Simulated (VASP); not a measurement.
Output of a VASP run:

File OSZICAR:
```
       N       E                     dE             d eps       ncg     rms          rms(c)
DAV:   1     0.422957142708E+02    0.42296E+02   -0.26217E+03   280   0.100E+03
DAV:   2    -0.561187496935E+01   -0.47908E+02   -0.47900E+02   390   0.180E+02
DAV:   3    -0.822833529761E+01   -0.26165E+01   -0.26168E+01   355   0.480E+01
DAV:   4    -0.828877497990E+01   -0.60440E-01   -0.60439E-01   330   0.736E+00
DAV:   5    -0.829251779437E+01   -0.37428E-02   -0.37388E-02   375   0.102E+00    0.289E+00
DAV:   6    -0.829230793035E+01    0.20986E-03   -0.67455E-03   295   0.832E-01    0.174E+00
DAV:   7    -0.829187551743E+01    0.43241E-03   -0.66664E-03   310   0.116E+00    0.862E-02
DAV:   8    -0.829205308611E+01   -0.17757E-03   -0.65588E-04   385   0.183E-01    0.179E-02
DAV:   9    -0.829211408817E+01   -0.61002E-04   -0.41285E-04   295   0.787E-02    0.566E-03
DAV:  10    -0.829212706384E+01   -0.12976E-04   -0.13089E-04   210   0.317E-02    0.414E-03
DAV:  11    -0.829213792053E+01   -0.10857E-04   -0.10915E-04   255   0.238E-02    0.267E-03
DAV:  12    -0.829214086600E+01   -0.29455E-05   -0.30873E-05   145   0.149E-02    0.199E-03
DAV:  13    -0.829214145338E+01   -0.58738E-06   -0.79570E-06   155   0.719E-03
   1 F= -.82921415E+01 E0= -.82924508E+01  d E =0.927898E-03
```

**OUTCAR**
```
------------------------ aborting loop because EDIFF is reached ----------------------------------------
  FORCE on cell =-STRESS in cart. coord.  units (eV):
  Direction    XX          YY          ZZ          XY          YZ          ZX
  --------------------------------------------------------------------------------------
  Total        0.4527397      0.4527397      0.1535793      0.0000000     -0.0000000      0.0000000
  in kB       11.5356110     11.5356099      3.9131340      0.0000000     -0.0000000      0.0000000
  external PRESSURE =       8.9947850 kB  Pullay stress =       0.0000000 kB
  volume of cell :       62.88
      direct lattice vectors                 reciprocal lattice vectors
     2.177065000  1.256929000  3.829880000     0.229667006  0.132598314  0.087034929
    -2.177065000  1.256929000  3.829880000    -0.229667006  0.132598314  0.087034929
     0.000000000 -2.513858000  3.829880000     0.000000000 -0.265196629  0.087034929
 POSITION                                       TOTAL-FORCE (eV/Angst)
 -----------------------------------------------------------------------------------
      0.00000      0.00000      3.08221         0.000000      0.000000     -0.152123
      0.00000      0.00000      8.40743         0.000000      0.000000      0.152123
 -----------------------------------------------------------------------------------
    total drift:                                0.000000      0.000000     -0.000000
  FREE ENERGIE OF THE ION-ELECTRON SYSTEM (eV)
  ---------------------------------------------------
  free  energy   TOTEN  =        -8.2921414534 eV

  energy  without entropy=       -8.2930693512  energy(sigma->0) =       -8.29245075
```
(Selected blocks of OUTCAR.)

POSCAR:
```
Sb
1
    2.1770650000     1.2569290000     3.8298800000
   -2.1770650000     1.2569290000     3.8298800000
    0.0000000000    -2.5138580000     3.8298800000
Sb
2
Direct
  0.2682600000   0.2682600000   0.2682600000
  0.7317400000   0.7317400000   0.7317400000
```

Task: Write an INCAR and KPOINTS that could have produced this output.

Result: One answer among several that fit: the input of the run itself, PBE GGA, plane waves, VASP's PBE PAW potentials (set 64).

**INCAR**
```
! general
SYSTEM  = Sb
PREC    = Accurate
ENCUT   = 300   ! plane-wave cut-off (eV)
LREAL   = .False.   ! projection in real space or not
LASPH   = .True.   ! aspherical one-centre terms
NBANDS  = 5

! electronic loop
EDIFF   = 1E-6
NELM    = 100   ! most electronic steps
ALGO    = Normal   ! blocked Davidson
LMAXMIX = 4   ! l cut-off of mixed one-centre charges

! smearing
ISMEAR  = 1   ! Methfessel-Paxton
SIGMA   = 0.272   ! width (eV)

! functional
GGA     = PE   ! PBE

! ions
ISIF    = 2   ! forces and stress, cell fixed

! output
LWAVE   = .False.
LCHARG  = .False.
```

File KPOINTS:
```
kpoints
0
gamma
 6 6 6
0.5 0.5 0.5
```

POTCAR, in this order: Sb (PBE.64 set). Program: vasp_std.

The structure comes from a computed database's Sb entry; how it stands against other phases isn't given here. The cell was not relaxed at this level. The run is one of a series of settings (NBANDS = 5 against the base run), some of them coarse on purpose. VASP warned that the highest band is occupied, so more bands are needed.
